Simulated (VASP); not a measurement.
Input:

```
CELL_PARAMETERS angstrom
      3.92799     0.00000     0.00000
      0.00000     3.92799     0.00000
      0.00000     0.00000     3.92799
ATOMIC_POSITIONS crystal
  Ti 0.00000 0.00000 0.00000
  Pt 0.00000 0.50000 0.50000
  Pt 0.50000 0.00000 0.50000
  Pt 0.50000 0.50000 0.00000
```

Level of theory: rev-vdW-DF2, VASP's PBE PAW potentials (set 64) (plane waves; VASP 6.6.1). Run with 520 eV cut-off, 9×9×9 Γ-centred mesh, tetrahedra with Blöchl corrections, potentials Ti_sv Pt.

Unless said otherwise, spin-orbit coupling is left out, though it shifts the bands of the heavy elements here.

**Question.** Predict the energy per atom (σ→0), band gap (on the k-mesh) with the smallest direct gap where there is one.

**Answer.** 
The band gap (on the k-mesh) comes out as none (metal, semimetal or under 0.01 eV) and the energy per atom (σ→0) comes out as -5.224 eV/atom.

The absolute energy has meaning only against runs of the same code, potentials and settings.

The compound is Pt3Ti in the L1_2 structure. It was relaxed first.
